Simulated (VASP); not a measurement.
VASP ran on this input.

**POSCAR**
```
TiB2
1
    1.5044090000    -2.6766680000     0.0000000000
    1.5044090000     2.6766680000     0.0000000000
    0.0000000000     0.0000000000     3.1769390000
Ti B
1 2
Direct
  0.0000000000   0.0000000000   0.0000000000
  0.3333330000   0.6666670000   0.5000000000
  0.6895350000   0.3562010000   0.5000000000
```

File KPOINTS:
```
Regular mesh
0
Gamma
 10 10 9
```

**INCAR**
```
SYSTEM  =  TiB2
SIGMA  =  0.1   ! width (eV)
ENCUT  =  520
EDIFF  =  1E-6
NELM  =  100   ! most electronic steps
LCHARG  =  .FALSE.
LDAUJ  =  0 0
LORBIT  =  10
ISIF  =  2   ! forces and stress, cell fixed
ISMEAR  =  1
GGA  =  PE
LDAUU  =  8.0 0
PREC  =  Accurate
LMAXMIX  =  4
LDAU  =  .TRUE.
LASPH  =  .TRUE.
LDAUL  =  2 -1
LDAUPRINT  =  1
LDAUTYPE  =  2
LREAL  =  .FALSE.
ALGO  =  Normal   ! blocked Davidson
LWAVE  =  .FALSE.
```

POTCAR, in this order: Ti_sv B (PBE.64 set). Program: vasp_std.

Task: Translate this PBE+U calculation to Ansatz.

Result: One equivalent input (not run):
Ansatz 0.2 input:
```yaml
crystal:
  lattice:
    - [1.5044090, -2.6766680, 0.0000000]
    - [1.5044090, 2.6766680, 0.0000000]
    - [0.0000000, 0.0000000, 3.1769390]
  atoms:
    - { symbol: Ti, position: [0.0000000, 0.0000000, 0.0000000] }
    - { symbol: B, position: [0.3333330, 0.6666670, 0.5000000] }
    - { symbol: B, position: [0.6895350, 0.3562010, 0.5000000] }
kpoints:
  mp_grid: { grid: [10, 10, 9] }
hamiltonian:
  xc: pbe
  pseudopotentials: { kind: paw }
  hubbard:
    sites:
      - { species: Ti, l: d, u_eff: 8 }
scf:
  occupations: { method: methfessel_paxton, width: 0.1 }
  max_iter: 100
output: { forces: true, stress: true, eigenvalues: true }
```
The two are equivalent in intent, not identical: each code has its own PAW files, so the cut-off isn't converted (ENCUT is set for VASP's; basis.ecutwfc is left out, and Ansatz then takes the one that its files recommend); Ansatz stops its SCF on the density residual and VASP on the energy change (EDIFF); the +U projectors differ, so the same U acts differently.

The compound is TiB2 in the AlB2 type structure. The cell was not relaxed at this level, atoms are displaced from their ideal sites. The run is one of a series of settings (LDAU = .TRUE., LDAUJ = 0 0, LDAUL = 2 -1, LDAUTYPE = 2, LDAUU = 8.0 0 against the base run), some of them coarse on purpose.
